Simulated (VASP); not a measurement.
```
CELL_PARAMETERS angstrom
      1.35500    -2.34693     0.00000
      1.35500     2.34693     0.00000
      0.00000     0.00000     4.28000
ATOMIC_POSITIONS crystal
  Ru 0.33333 0.66667 0.25000
  Ru 0.66667 0.33333 0.75000
```

The base run (VASP): PBE GGA, plane waves, VASP's PBE PAW potentials (set 64). Run with 400 eV cut-off, 14×14×8 Γ-centred mesh, first-order Methfessel-Paxton smearing of 0.10 eV, potentials Ru_pv.

One setting is varied; ΔE counts from the base run. The base run took about 10 core-seconds. Times come from single runs on busy shared machines, so they are rough: good to a factor of about 2.

| setting | cost over the base run | electronic steps | ΔE (meV/atom) |
|---|---|---|---|
| base run | reference | 12 | 0.0 |
| AMIX = 1.0, BMIX = 3.0, IMIX = 1 | within a factor of 2 | 12 | 0.0 |
| AMIX = 1.0, BMIX = 1.0, IMIX = 4 | within a factor of 2 | 14 | 0.0 |
| AMIX = 0.1, BMIX = 3.0, IMIX = 4 | within a factor of 2 | 14 | 0.0 |
| AMIX = 0.2, BMIX = 1.0, IMIX = 1 | about 2 times | 26 | 0.0 |
| AMIX = 0.05, BMIX = 1.0, IMIX = 1 | about 6 times | 87 | 0.0 |

Left out are runs that failed, have no time on record or changed the cell.

The compound is Ru in the hcp structure. The cell was not relaxed at this level.
